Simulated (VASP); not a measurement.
# SrTiO3 (Tausonite): the band gap up a ladder of functionals, part 5 of 5

Wanted: bands and gap of SrTiO3 (Tausonite) from one functional after another. LASPH is on for some levels and off for others; the table marks which. The start is a cell from a database of measured crystal structures.

VASP 6.6.1, plane waves and PAW; the level of theory is named at each step.

So far, least gap on mesh and path (eV): step 2 (bands, level LDA, k 4×4×4) 1.73; step 8 (bands, level BLYP, k 4×4×4) 1.85; step 10 (bands, level HSE06, k 4×4×4) 3.31; step 11 (bands, level HSE03, k 4×4×4) 3.04; step 12 (bands, level r2SCAN0, k 4×4×4) 4.38.

### 13. Bands with PBE + SOC

This step: PBE, spin-orbit coupling; plane waves and PAW (Sr_sv, Ti_sv, O) (VASP 6.6.1).

Spin-orbit coupling needs spinors and the noncollinear program, where each band holds one electron.

INCAR reads:

```
SYSTEM = SrTiO3
PREC = Accurate
ENCUT = 520
EDIFF = 1E-06
NELM = 100
ISMEAR = 0
SIGMA = 0.02
LREAL = .FALSE.
ALGO = Normal
GGA = PE
LNONCOLLINEAR = .TRUE.
MAGMOM = 0 0 0 0 0 0 0 0 0 0 0 0 0 0 0
NBANDS = 52
GGA_COMPAT = .FALSE.
LASPH = .TRUE.
LSORBIT = .TRUE.
LMAXMIX = 4
LORBIT = 11
LWAVE = .FALSE.
LCHARG = .FALSE.
KPAR = 8
```

POSCAR reads:

```
SrTiO3
1.0
    3.9052800000      0.0000000000      0.0000000000
    0.0000000000      3.9052800000      0.0000000000
    0.0000000000      0.0000000000      3.9052800000
Sr Ti O
1 1 3
Direct
    0.5000000000      0.5000000000      0.5000000000
    0.0000000000      0.0000000000      0.0000000000
    0.5000000000      0.0000000000      0.0000000000
    0.0000000000      0.5000000000      0.0000000000
    0.0000000000      0.0000000000      0.5000000000
```

KPOINTS reads:

```
Automatic mesh
0
Gamma
5 5 5
0 0 0
```

KPOINTS_OPT reads:

```
Line mode
16
Line-mode
Reciprocal
  0.00000000   0.00000000   0.00000000 GAMMA
  0.00000000   0.50000000   0.00000000 X

  0.00000000   0.50000000   0.00000000 X
  0.50000000   0.50000000   0.00000000 M

  0.50000000   0.50000000   0.00000000 M
  0.00000000   0.00000000   0.00000000 GAMMA

  0.00000000   0.00000000   0.00000000 GAMMA
  0.50000000   0.50000000   0.50000000 R

  0.50000000   0.50000000   0.50000000 R
  0.00000000   0.50000000   0.00000000 X

  0.50000000   0.50000000   0.00000000 M
  0.50000000   0.50000000   0.50000000 R
```

The projector-augmented-wave data sets are Sr_sv, Ti_sv and O (PBE family, release 64).

Command:

```
> mpirun -np 8 vasp_ncl
```

Numbers of over 12 decimals in the logs are rounded to 6 here.

Output:

```text
[... set-up lines as in an earlier step ...]
 entering main loop
       N       E                     dE             d eps       ncg     rms          rms(c)
DAV:   1     0.487640408659E+03    0.48764E+03   -0.19800E+04  1040   0.168E+03
DAV:   2     0.230205209055E+02   -0.46462E+03   -0.43439E+03  1128   0.490E+02
DAV:   3    -0.466476002227E+02   -0.69668E+02   -0.68559E+02  1380   0.183E+02
DAV:   4    -0.503094572289E+02   -0.36619E+01   -0.36525E+01  1520   0.407E+01
[...]
DAV:  16    -0.401654665452E+02    0.30623E-05   -0.84369E-06  1508   0.332E-02    0.782E-03
DAV:  17    -0.401654677349E+02   -0.11897E-05   -0.24366E-06  1060   0.194E-02    0.498E-03
DAV:  18    -0.401654677206E+02    0.14310E-07   -0.10124E-06   784   0.119E-02
   1 F= -.40165468E+02 E0= -.40165468E+02  d E =-.154309E-62  mag=     0.0000    -0.0000    -0.0000
 Start KPOINTS_OPT (optional k-point list driver)
k-point batch [1-10\96]
       N       E                     dE             ncg
DAV:   1     0.534407108289E+03   -0.55275E+03     1044
DAV:   2    -0.364654937024E+04   -0.41810E+04     1148
DAV:   3    -0.423147975939E+04   -0.58493E+03     1432
DAV:   4    -0.427619191594E+04   -0.44712E+02     1424
[...]
DAV:   8    -0.427866755430E+04   -0.59390E-04     1452
DAV:   9    -0.427866755773E+04   -0.34316E-05     1180
DAV:  10    -0.427866755785E+04   -0.12226E-06      772
[...]
k-point batch [91-96\96]
       N       E                     dE             ncg
DAV:   1     0.605078177849E+04   -0.90004E+04      624
DAV:   2     0.349522755512E+04   -0.25556E+04      664
DAV:   3     0.310616325633E+04   -0.38906E+03      936
DAV:   4     0.307799559662E+04   -0.28168E+02      896
[...]
DAV:   8     0.307682081767E+04   -0.33453E-04      888
DAV:   9     0.307682081560E+04   -0.20708E-05      796
DAV:  10     0.307682081551E+04   -0.88639E-07      544
```

Elapsed: 69 s, on 8 MPI ranks of AMD EPYC 9R45, shared host; peak memory 2.6 GiB.

OUTCAR, selected parts (step 13):

```text
  Total        1.8417924      1.8417924      1.8417924      0.0000000      0.0000000     -0.0000000
  in kB       49.5444188     49.5444188     49.5444188      0.0000000      0.0000000     -0.0000000
  external PRESSURE =      49.5444188 kB  Pullay stress =       0.0000000 kB

 POSITION                                       TOTAL-FORCE (eV/Angst)
 -----------------------------------------------------------------------------------
      1.95264      1.95264      1.95264         0.000000      0.000000      0.000000
      0.00000      0.00000      0.00000         0.000000      0.000000      0.000000
      1.95264      0.00000      0.00000         0.000000      0.000000      0.000000
      0.00000      1.95264      0.00000         0.000000      0.000000      0.000000
      0.00000      0.00000      1.95264         0.000000      0.000000      0.000000
 -----------------------------------------------------------------------------------
    total drift:                                0.000000     -0.000000     -0.000000

  FREE ENERGIE OF THE ION-ELECTRON SYSTEM (eV)
  ---------------------------------------------------
  free  energy   TOTEN  =       -40.1654677206 eV

  energy  without entropy=      -40.1654677206  energy(sigma->0) =      -40.16546772

 magnetization (x)
# of ion       s       p       d       tot
------------------------------------------
    1        0.000  -0.000  -0.000  -0.000
    2       -0.000   0.000  -0.000  -0.000
    3        0.000  -0.000   0.000  -0.000
    4        0.000  -0.000   0.000  -0.000
    5       -0.000   0.000   0.000   0.000
--------------------------------------------------
tot         -0.000  -0.000  -0.000  -0.000

 magnetization (y)
# of ion       s       p       d       tot
------------------------------------------
    1       -0.000   0.000   0.000   0.000
    2        0.000   0.000  -0.000   0.000
    3        0.000  -0.000   0.000  -0.000
    4        0.000   0.000   0.000   0.000
    5        0.000   0.000   0.000   0.000
--------------------------------------------------
tot          0.000   0.000   0.000   0.000

 magnetization (z)
# of ion       s       p       d       tot
------------------------------------------
    1       -0.000   0.000  -0.000  -0.000
    2       -0.000   0.000   0.000  -0.000
    3        0.000   0.000   0.000   0.000
    4        0.000   0.000   0.000   0.000
    5        0.000   0.000   0.000   0.000
--------------------------------------------------
tot         -0.000   0.000  -0.000   0.000

[... 1 part as in an earlier step ...]

[... 2 further parts left out ...]
[key lines of the parts left out:]
E-fermi :   4.2750
```

LASPH is switched on together with spin-orbit coupling, so the change from the scalar run holds both.

The electronic bands at the labelled points (eV, zero at the valence-band top; v1 is the highest filled band, c1 the lowest empty one):

| point | v4 | v3 | v2 | v1 | c1 | c2 | c3 | c4 |
| --- | --- | --- | --- | --- | --- | --- | --- | --- |
| Γ | -0.34 | -0.34 | -0.34 | -0.34 | 1.84 | 1.84 | 1.84 | 1.84 |
| 0.47 of the way | -0.61 | -0.61 | -0.57 | -0.57 | 1.92 | 1.92 | 2.80 | 2.80 |
| X | -0.76 | -0.76 | -0.72 | -0.72 | 2.01 | 2.01 | 3.76 | 3.76 |
| 0.47 of the way | -1.28 | -1.28 | -0.73 | -0.73 | 2.88 | 2.88 | 3.77 | 3.77 |
| M | -1.56 | -1.56 | -0.10 | -0.10 | 3.77 | 3.77 | 3.78 | 3.78 |
| 0.47 of the way | -1.14 | -1.14 | -0.70 | -0.70 | 2.96 | 2.96 | 3.10 | 3.10 |
| Γ | -0.34 | -0.34 | -0.34 | -0.34 | 1.84 | 1.84 | 1.84 | 1.84 |
| 0.53 of the way | -0.89 | -0.89 | -0.56 | -0.56 | 3.45 | 3.45 | 3.50 | 3.50 |
| R | 0.00 | 0.00 | 0.00 | 0.00 | 4.44 | 4.44 | 4.44 | 4.44 |
| 0.47 of the way | -0.74 | -0.74 | -0.46 | -0.46 | 3.57 | 3.57 | 4.00 | 4.00 |
| X | -0.76 | -0.76 | -0.72 | -0.72 | 2.01 | 2.01 | 3.76 | 3.76 |
| jump to M | -1.56 | -1.56 | -0.10 | -0.10 | 3.77 | 3.77 | 3.78 | 3.78 |
| 0.53 of the way | -0.60 | -0.60 | -0.05 | -0.05 | 4.08 | 4.08 | 4.10 | 4.10 |
| R | 0.00 | 0.00 | 0.00 | 0.00 | 4.44 | 4.44 | 4.44 | 4.44 |

Of the projections kept (Sr, Ti, O), the largest for each band there; the rest of the weight can lie on other orbitals:

| point | v4 | v3 | v2 | v1 | c1 | c2 | c3 | c4 |
| --- | --- | --- | --- | --- | --- | --- | --- | --- |
| Γ | O 0.96 | O 0.96 | O 0.96 | O 0.96 | Ti 0.97 | Ti 0.97 | Ti 0.97 | Ti 0.97 |
| X | O 0.94 | O 0.94 | O 0.94 | O 0.94 | Ti 1.00 | Ti 1.00 | Ti 0.80 | Ti 0.80 |
| M | O 0.94 | O 0.94 | O 0.98 | O 0.98 | Ti 0.82 | Ti 0.82 | Ti 0.82 | Ti 0.82 |
| Γ | O 0.96 | O 0.96 | O 0.96 | O 0.96 | Ti 0.97 | Ti 0.97 | Ti 0.97 | Ti 0.97 |
| R | O 1.00 | O 1.00 | O 1.00 | O 1.00 | Ti 0.85 | Ti 0.85 | Ti 0.85 | Ti 0.85 |
| X | O 0.94 | O 0.94 | O 0.94 | O 0.94 | Ti 1.00 | Ti 1.00 | Ti 0.80 | Ti 0.80 |

The gap is 1.84 eV, indirect, from R to Γ. That is the gap of PBE again, on another mesh; this run took 4.3 times the core time.

### 14. The ladder as a table

This step: ladder of functionals on one cell; plane waves and PAW (VASP 6.6.1).

No new run; the numbers come from the runs before.

A gap of 0 means none; cost is the wall time of each run, as given at its step, times its ranks, without the set-up around it; LASPH differs between rows, which moves results and costs too. Results by level, by row:

| level | gap (eV) | least direct gap (eV) | pressure (GPa) | cost (core minutes) | LASPH |
| --- | --- | --- | --- | --- | --- |
| LDA | 1.725 | 2.084 | -6.25 | 2.13 | off |
| PBEsol | 1.78 | 2.14 | -1.27 | 2.19 | off |
| PBE | 1.834 | 2.19 | 5 | 2.16 | off |
| r2SCAN | 2.257 | 2.641 | 1.2 | 7.87 | on |
| TB-mBJ | 2.806 | 3.229 | - | 5.47 | on |
| LAK | 2.464 | 2.874 | 5.66 | 9.07 | on |
| BLYP | 1.852 | 2.202 | 10.16 | 3.2 | off |
| HSE06 | 3.312 | 3.693 | - | 69.3 | on |
| HSE03 | 3.044 | 3.438 | - | 66.7 | on |
| r2SCAN0 | 4.383 | 4.777 | - | 69.7 | on |
| PBE + SOC | 1.835 | 2.176 | 4.95 | 9.2 | on |

### 15. Outcome

| Property | Result |
| --- | --- |
| gap, LDA | 1.73 eV |
| gap, PBEsol | 1.78 eV |
| gap, PBE | 1.83 eV |
| gap, r2SCAN | 2.26 eV |
| gap, TB-mBJ | 2.81 eV |
| gap, LAK | 2.46 eV |
| gap, BLYP | 1.85 eV |
| gap, HSE06 | 3.31 eV |
| gap, HSE03 | 3.04 eV |
| gap, r2SCAN0 | 4.38 eV |
| gap, PBE + SOC | 1.84 eV |

In words: For SrTiO3 (Tausonite), without spin-orbit coupling, the functional decides between a gap of 1.73 eV (LDA) and 4.38 eV (r2SCAN0), while across these levels the cost spans a factor of 33. HSE06 moves the gap by +1.48 eV from PBE, at about 32 times the core time, though on fewer points of the path. On r2SCAN the gap grows with the share of exact exchange: 2.26 eV at none, 4.38 eV at 0.25. Spin-orbit coupling changes the PBE gap by +0.00 eV (the two runs use different meshes). TB-mBJ lands -0.51 eV from HSE06 at 7.9 % of its cost. All levels use one geometry, and one mesh but for spin-orbit runs, kept coarse to afford the hybrids, so no gap here is fully converged. Costs come from a shared host, and the hybrids use PRECFOCK = Fast. These are single-particle gaps of a static lattice, without excitons or temperature. LASPH is on for some levels and off for others, so differences between them are not the functional's alone. The spin-orbit shifts include the switch to LASPH.

[Lines on the potential files, build, host, timing and source positions are cut from VASP's logs without a mark.]

[Logs are printed without paths, hosts, clocks, repeated set-up lines and the standing remarks that a program may print on its own settings, such as how far it seeks lower states.]

[Hosts, paths, dates, database ids (printed as entryN), source tags and the programs' standing remarks are cut or masked in the printed files.]

[A measured line is paired with the nearest computed mode of its activity, which favours agreement.]
